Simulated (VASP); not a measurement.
```
IrO2
1.0
    2.95881     0.00000     0.00000
   -1.47941     2.56240     0.00000
    0.00000     0.00000    14.89671
Ir O
1 2
Cartesian
  1.47941   0.85413   7.44835
  0.00000   1.70827   6.26575
  0.00000   1.70827   8.63096
```

All values below come from PBEsol GGA, VASP's PBE PAW potentials (set 64) (plane waves; VASP 6.6.1). Numerical set-up: 520 eV cut-off, Gaussian smearing of 0.050 eV, potentials Ir O.

The cell holds a wide vacuum, so values per volume refer to the whole cell. Unless said otherwise, spin-orbit coupling is left out, though it shifts the bands of the heavy elements here.

Problem. Predict the band gap (along the path) with the smallest direct gap where there is one.

Solution. 
```
Property                                                      Value
-------------------------  ----------------------------------------
band gap (along the path)  none (metal, semimetal or under 0.01 eV)
```

Only differences to runs with the same potentials and settings are physical.

The cell is a sheet with vacuum, built from a generated structure.
